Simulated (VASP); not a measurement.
Input:

```
CELL_PARAMETERS angstrom
      1.73000    -2.99645     0.00000
      1.73000     2.99645     0.00000
      0.00000     0.00000     5.52000
ATOMIC_POSITIONS crystal
  Tl 0.33333 0.66667 0.25000
  Tl 0.66667 0.33333 0.75000
```

All values below come from PW91 GGA, VASP's PBE PAW potentials (set 64) (plane waves; VASP 6.6.1). Settings: 520 eV cut-off, 11×11×6 Γ-centred mesh, first-order Methfessel-Paxton smearing of 0.10 eV, potentials Tl_d.

Energy and stress use the plane-wave basis of the starting cell.

Task: The ions, cell shape and volume are relaxed. Predict the relaxed structure.

Result: 
```
CELL_PARAMETERS angstrom
      1.79303    -3.10562     0.00000
      1.79303     3.10562     0.00000
      0.00000     0.00000     5.62934
ATOMIC_POSITIONS crystal
  Tl 0.33333 0.66667 0.25000
  Tl 0.66667 0.33333 0.75000
```
Space group P6_3/mmc (194), at a tolerance of 0.03 Å.

Task: How do energy and volume change from the first to the last step?

Result: The energy (σ→0) changes by -23.1 meV/atom and the volume by +9.5 %, in 8 ionic steps.

```csv
step,E(σ→0) (eV),max force (eV/Å),pressure (GPa),volume (Å³)
1,-4.4948,0.000,3.04,57.23
2,-4.5394,0.000,0.23,61.85
3,-4.5398,0.000,0.03,62.33
4,-4.5398,0.000,-0.02,62.44
5,-4.5401,0.000,-0.03,62.49
6,-4.5409,0.000,-0.03,62.63
7,-4.5396,0.000,-0.04,62.92
8,-4.5409,0.000,-0.02,62.69
```

The compound is Tl in the hcp structure. This run relaxes it. Symmetry was kept, so distortions that lower it aren't found.
